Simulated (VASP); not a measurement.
Level of theory: rev-vdW-DF2, VASP's PBE PAW potentials (set 64) (plane waves; VASP).

VASP input:

**INCAR**
```
! general
SYSTEM   = Dy
PREC     = Accurate
ENCUT    = 520
LREAL    = .False.   ! projection in real space or not
LASPH    = .True.

! electronic loop
EDIFF    = 1E-6
NELM     = 100
ALGO     = Normal   ! blocked Davidson
LMAXMIX  = 6

! smearing
ISMEAR   = 1
SIGMA    = 0.1   ! width (eV)

! functional
GGA      = MK
LUSE_VDW = .True.
AGGAC    = 0.0
PARAM1   = 0.1234568
PARAM2   = 0.7114
ZAB_VDW  = -1.8867

! ions
IBRION   = 2
NSW      = 60   ! most ionic steps
ISIF     = 3
EDIFFG   = -0.01   ! ionic stop

! output
LWAVE    = .False.
LCHARG   = .False.
```

KPOINTS:
```
K-points
0
G
 11 11 6
0 0 0
```

POSCAR:
```
Dy
1
    1.7875944192    -3.0962041604    -0.0000000000
    1.7875944192     3.0962041604    -0.0000000000
   -0.0000000000     0.0000000000     5.5299566985
Dy
2
Direct
  0.3333330000   0.6666670000   0.2500000000
  0.6666670000   0.3333330000   0.7500000000
```

POTCAR, in this order: Dy_3 (PBE.64 set). Program: vasp_std.

What VASP printed:

File OUTCAR:
```
 ion  position               nearest neighbor table
   1  0.333  0.667  0.250-   2 3.45   2 3.45   2 3.45   2 3.45   2 3.45   2 3.45
   2  0.667  0.333  0.750-   1 3.45   1 3.45   1 3.45   1 3.45   1 3.45   1 3.45
  LATTYP: Found a hexagonal cell.
 ALAT       =     3.5751886678
 C/A-ratio  =     1.5467594055
 Subroutine PRICEL returns:
 Original cell was already a primitive cell.
 Subroutine GETGRP returns: Found 24 space group operations
The static configuration has the point symmetry D_3d.
 The point group associated with its full space group is D_6h.
The dynamic configuration has the point symmetry D_3d.
 Subroutine INISYM returns: Found 24 space group operations
 Subroutine IBZKPT returns following result:
 Found     64 irreducible k-points:

 Following reciprocal coordinates:
            Coordinates               Weight
  0.000000  0.000000  0.000000      1.000000
  0.090909 -0.000000  0.000000      6.000000
  0.181818  0.000000  0.000000      6.000000
  0.272727 -0.000000  0.000000      6.000000
  0.363636  0.000000  0.000000      6.000000
  0.454545  0.000000  0.000000      6.000000
  0.090909  0.090909  0.000000      6.000000
  0.181818  0.090909  0.000000     12.000000
  0.272727  0.090909  0.000000     12.000000
  0.363636  0.090909  0.000000     12.000000
  0.454545  0.090909  0.000000      6.000000
  0.181818  0.181818  0.000000      6.000000
  0.272727  0.181818  0.000000     12.000000
  0.363636  0.181818  0.000000     12.000000
  0.272727  0.272727  0.000000      6.000000
  0.363636  0.272727  0.000000      6.000000
  0.000000  0.000000  0.166667      2.000000
  0.090909 -0.000000  0.166667     12.000000
  0.181818  0.000000  0.166667     12.000000
  0.272727 -0.000000  0.166667     12.000000
  0.363636  0.000000  0.166667     12.000000
  0.454545  0.000000  0.166667     12.000000
...
```

File OSZICAR:
```
       N       E                     dE             d eps       ncg     rms          rms(c)
DAV:   1     0.548692949631E+02    0.54869E+02   -0.89057E+03  1680   0.125E+03
DAV:   2    -0.938659199556E+00   -0.55808E+02   -0.54720E+02  1664   0.313E+02
DAV:   3    -0.440061385557E+01   -0.34620E+01   -0.32006E+01  2306   0.418E+01
DAV:   4    -0.454010947411E+01   -0.13950E+00   -0.13071E+00  2213   0.906E+00
DAV:   5    -0.454421183591E+01   -0.41024E-02   -0.41005E-02  2359   0.113E+00    0.244E+01
DAV:   6    -0.455506060493E+01   -0.10849E-01   -0.20127E-02  2559   0.134E+00    0.146E+01
DAV:   7    -0.456830578393E+01   -0.13245E-01   -0.37704E-02  2489   0.188E+00    0.239E-01
DAV:   8    -0.456821403092E+01    0.91753E-04   -0.20134E-03  2074   0.361E-01    0.778E-02
DAV:   9    -0.456824969518E+01   -0.35664E-04   -0.22619E-04  1980   0.129E-01    0.337E-02
DAV:  10    -0.456824535259E+01    0.43426E-05   -0.37814E-05  2132   0.505E-02    0.400E-02
DAV:  11    -0.456824676871E+01   -0.14161E-05   -0.48450E-06  1919   0.171E-02    0.131E-03
DAV:  12    -0.456824700231E+01   -0.23359E-06   -0.40982E-07  1107   0.651E-03
   1 F= -.45682470E+01 E0= -.45685568E+01  d E =-.456825E+01
```

### OUTCAR
```
------------------------ aborting loop because EDIFF is reached ----------------------------------------
  FORCE on cell =-STRESS in cart. coord.  units (eV):
  Direction    XX          YY          ZZ          XY          YZ          ZX
  --------------------------------------------------------------------------------------
  Total       -0.0166308     -0.0166308     -0.0056526      0.0000000     -0.0000000      0.0000000
  in kB       -0.4352853     -0.4352852     -0.1479480      0.0000000     -0.0000000      0.0000000
  external PRESSURE =      -0.3395062 kB  Pullay stress =       0.0000000 kB
  volume of cell :       61.21
      direct lattice vectors                 reciprocal lattice vectors
     1.787594419 -3.096204160  0.000000000     0.279705505 -0.161488059  0.000000000
     1.787594419  3.096204160  0.000000000     0.279705505  0.161488059  0.000000000
     0.000000000  0.000000000  5.529956699     0.000000000  0.000000000  0.180833242
 POSITION                                       TOTAL-FORCE (eV/Angst)
 -----------------------------------------------------------------------------------
      1.78759      1.03207      1.38249         0.000000      0.000000      0.000000
      1.78759     -1.03207      4.14747        -0.000000     -0.000000      0.000000
 -----------------------------------------------------------------------------------
    total drift:                                0.000000      0.000099     -0.000011
  FREE ENERGIE OF THE ION-ELECTRON SYSTEM (eV)
  ---------------------------------------------------
  free  energy   TOTEN  =        -4.5682470023 eV

  energy  without entropy=       -4.5691764062  energy(sigma->0) =       -4.56855680

 reached required accuracy - stopping structural energy minimisation
```
(Selected blocks of OUTCAR.)

The 4f electrons are frozen in the core of the lanthanide potential, so 4f levels, which can set the real gap, and their magnetism are missing.

The compound is Dy in the hcp structure. It was relaxed first. The start is the result of an earlier pass.
